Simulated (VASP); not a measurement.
Consider the following.

```yaml
crystal:
  lattice:
    - [4.20990, 0.00000, 0.00000]
    - [0.00000, 4.20990, 0.00000]
    - [0.00000, 0.00000, 4.20990]
  atoms:
    - { symbol: Cs, position: [0.00000, 0.00000, 0.00000] }
    - { symbol: Cl, position: [0.50000, 0.50000, 0.50000] }
```

Level of theory: HSE06 screened hybrid, VASP's PBE PAW potentials (set 64) (plane waves; VASP). Settings: 520 eV cut-off, 6×6×6 Γ-centred mesh, Gaussian smearing of 0.050 eV, potentials Cs_sv Cl.

Unless said otherwise, spin-orbit coupling is left out, though it shifts the bands of the heavy elements here.

Predict the energy per atom (σ→0), band gap (over the mesh, the named points and PBE's band edges) with the smallest direct gap where there is one.

The band gap (over the mesh, the named points and PBE's band edges) is 6.31 eV, the smallest direct gap (over the mesh, the named points and PBE's band edges) is 6.31 eV and the energy per atom (σ→0) is -3.820 eV/atom.

The compound is CsCl in the CsCl type structure. It was relaxed first, which changed the volume by +7 %.
